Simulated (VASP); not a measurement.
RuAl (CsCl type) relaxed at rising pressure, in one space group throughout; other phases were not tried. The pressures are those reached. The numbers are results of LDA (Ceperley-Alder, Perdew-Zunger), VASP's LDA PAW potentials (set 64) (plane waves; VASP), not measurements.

```csv
P (GPa),V (Å³/atom),k-mesh
0.22,12.898,12×12×12
4.93,12.651,12×12×12
9.92,12.414,12×12×12
20.07,11.998,13×13×13
29.99,11.649,13×13×13
```

A change of mesh leaves a small step in the series.

Question: Fit an equation of state and predict the volume at 44.92 GPa.

Answer: Least squares on the third-order Birch-Murnaghan form, P = (3B0/2)(y⁷ − y⁵)[1 + (3/4)(B′ − 4)(y² − 1)] with y = (V0/V)^(1/3), gives V0 = 12.910 Å³/atom, B0 = 233 GPa and B′ = 4.4, and so 11.208 Å³/atom. The run gave 11.206 Å³/atom, -0.0 % from the fit.

Pressures at which the relaxation failed are left out.

The compound is RuAl in the CsCl type structure. The electron count is odd and the run is not spin-polarised, which forces a metal.
